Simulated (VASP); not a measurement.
```xyz
4
Lattice="3.8678 0.0000 0.0000 0.0000 3.8678 0.0000 0.0000 0.0000 5.0526" Properties=species:S:1:pos:R:3 pbc="T T T"
Sn     1.9339     3.8678     3.8896
Sn     3.8678     1.9339     1.1630
O      1.9339     1.9339     5.0526
O      0.0000     0.0000     0.0000
```

The numbers are results of PBE GGA, VASP's PBE PAW potentials (set 64) (plane waves; VASP 6.6.1), not measurements. Run with 600 eV cut-off, 6×6×4 Γ-centred mesh, Gaussian smearing of 0.050 eV, potentials Sn_d O.

Without a dispersion term in the relaxation, distances and binding between the weakly bound layers, chains or molecules are unreliable, and so is what depends on them. Unless said otherwise, spin-orbit coupling is left out, though it shifts the bands of the heavy elements here.

Q: What does the run give for the energy per atom (σ→0), band gap (on the k-mesh) with the smallest direct gap where there is one?

A: 
The band gap (on the k-mesh) is 0.46 eV. The smallest direct gap (on the k-mesh) is 1.92 eV and the energy per atom (σ→0) comes out as -5.683 eV/atom.

Total energies compare only between runs with the same potentials, cut-off and functional.

The compound is SnO in the litharge structure. It was relaxed first, which changed the volume by +8 %.
